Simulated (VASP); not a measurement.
A run of VASP 6.6.1:

The input INCAR:

```
SYSTEM = WSeS
ALGO = Fast
DIPOL = 0.5 0.5 0.284
EDIFF = 1E-6
ENCUT = 520
GGA = PS
IDIPOL = 3
ISIF = 2
ISMEAR = 0
IVDW = 13
LASPH = .True.
LCHARG = .False.
LDIPOL = .True.
LREAL = .False.
LWAVE = .False.
NBANDS = 20
NELM = 100
PREC = Accurate
SIGMA = 0.03
```

File KPOINTS:

```
k-points
0
Gamma
  12 12 1
  0 0 0
```

POSCAR

```
WSeS
1.0
    3.1894747070      0.0000000000      0.0000000000
   -1.5947373535      2.7621661210      0.0000000000
    0.0000000000      0.0000000000     30.1999999990
S W Se
1 1 1
Direct
    0.6666666667      0.3333333333      0.2311691711
    0.3333333333      0.6666666667      0.2820874857
    0.6666666667      0.3333333333      0.3387300982
```

Potentials or basis: VASP PAW PBE potentials, release 64 (S, W_sv, Se).

Run with:

```bash
$ cat potpaw_PBE.64/S/POTCAR potpaw_PBE.64/W_sv/POTCAR potpaw_PBE.64/Se/POTCAR > POTCAR
$ mpirun -np 1 vasp_std > vasp.out
```

Hardware: 1 thread of Intel(R) Xeon(R) Platinum 8259CL CPU @ 2.50GHz (Skylake/Cascade Lake), with other jobs on the host.

Task: Estimate the wall time of this run.

Result: Wall time 4.2 min on 1 thread of Intel(R) Xeon(R) Platinum 8259CL CPU @ 2.50GHz (Skylake/Cascade Lake) (shared host), peak memory 0.42 GiB. Counts: scf iterations 23, k points 19.
